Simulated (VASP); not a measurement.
Data:

```
CELL_PARAMETERS angstrom
      1.95183    -3.38067     0.00000
      1.95183     3.38067     0.00000
      0.00000     0.00000     8.99100
ATOMIC_POSITIONS crystal
  Sn 0.00000 0.00000 0.00000
  Se 0.33333 0.66667 0.17745
  Se 0.66667 0.33333 0.82255
```

All values below come from revPBE GGA, VASP's PBE PAW potentials (set 64) (plane waves; VASP 6.6.1). Settings: 520 eV cut-off, 6×6×3 Γ-centred mesh, Gaussian smearing of 0.050 eV, potentials Sn_d Se.

Without a dispersion term in the relaxation, distances and binding between the weakly bound layers, chains or molecules are unreliable, and so is what depends on them.

Task: Predict the energy per atom (σ→0).

Result: 
```json
{
 "energy per atom (σ→0)": "-3.691 eV/atom"
}
```

Total energies compare only between runs with the same potentials, cut-off and functional.

The compound is SnSe2 in the 1T layered structure. It was relaxed first, which changed the volume by +54 %. The start is the result of an earlier pass.
